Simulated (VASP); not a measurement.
Level of theory: vdW-DF-cx, VASP's PBE PAW potentials (set 64) (plane waves; VASP).

The input files of a VASP run:

**POSCAR**
```
MgI2
1.0
  2.0648266241  -3.5763842023   0.0000000000
  2.0648266241   3.5763842023   0.0000000000
  0.0000000000   0.0000000000   6.8937153843
Mg I
1 2
direct
  1.0000000000   0.0000000000   0.0000000000
  0.3333330000   0.6666670000   0.2417661996
  0.6666670000   0.3333330000   0.7582338004
```

INCAR:
```
SYSTEM = MgI2
PREC = Accurate
ENCUT = 520
EDIFF = 1E-6
NELM = 100
ALGO = Normal
LREAL = .FALSE.
LASPH = .TRUE.
ISMEAR = 0
SIGMA = 0.05
GGA = CX
LUSE_VDW = .TRUE.
AGGAC = 0.0
LMAXMIX = 4
LWAVE = .FALSE.
LCHARG = .FALSE.
IBRION = 2
ISIF = 3
NSW = 60
EDIFFG = -0.02
```

### KPOINTS
```
Regular mesh
0
gamma
  6 6 3
```

POTCAR, in this order: Mg I (PBE.64 set). Program: vasp_std.

Task: What will the output report for the number of irreducible k-points (NKPTS), largest plane-wave count, number of space-group operations, FFT grid (NGX, NGY, NGZ)?

Result: 
```
Property                                      Result
--------------------------------------  ------------
number of irreducible k-points (NKPTS)            17
largest plane-wave count                        2774
number of space-group operations                  12
FFT grid (NGX, NGY, NGZ)                32 × 32 × 54
```

The compound is MgI2 in the 1T layered structure. This run relaxes it. Symmetry was kept, so distortions that lower it aren't found. The start is the result of an earlier pass.
